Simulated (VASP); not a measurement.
Input:

```
CELL_PARAMETERS angstrom
      4.16582    -2.27500     0.00000
      4.16582     2.27500     0.00000
      2.92342     0.00000     3.73943
ATOMIC_POSITIONS crystal
  Bi 0.23400 0.23400 0.23400
  Bi 0.76600 0.76600 0.76600
```

Method: PBE GGA with D4 dispersion, VASP's PBE PAW potentials (set 64) (plane waves; VASP). Numerical set-up: 520 eV cut-off, 9×9×9 Γ-centred mesh, first-order Methfessel-Paxton smearing of 0.10 eV, potentials Bi_d.

Energy and stress use the plane-wave basis of the starting cell.

**Question.** The ions, cell shape and volume are relaxed. Give the cell that the relaxation ends in.

**Answer.** 
```
CELL_PARAMETERS angstrom
      4.08858    -2.26592    -0.02014
      4.08858     2.26592    -0.02014
      2.85113     0.00000     3.70437
ATOMIC_POSITIONS crystal
  Bi 0.23724 0.23724 0.23724
  Bi 0.76276 0.76276 0.76276
```
Space group R-3m (166), at a tolerance of 0.03 Å.

**Question.** How do energy and volume change from the first to the last step?

**Answer.** The energy (σ→0) changes by -5.0 meV/atom and the volume by -2.8 %, in 13 ionic steps.

The compound is Bi in the a7 structure. This run relaxes it. Symmetry was kept, so distortions that lower it aren't found.
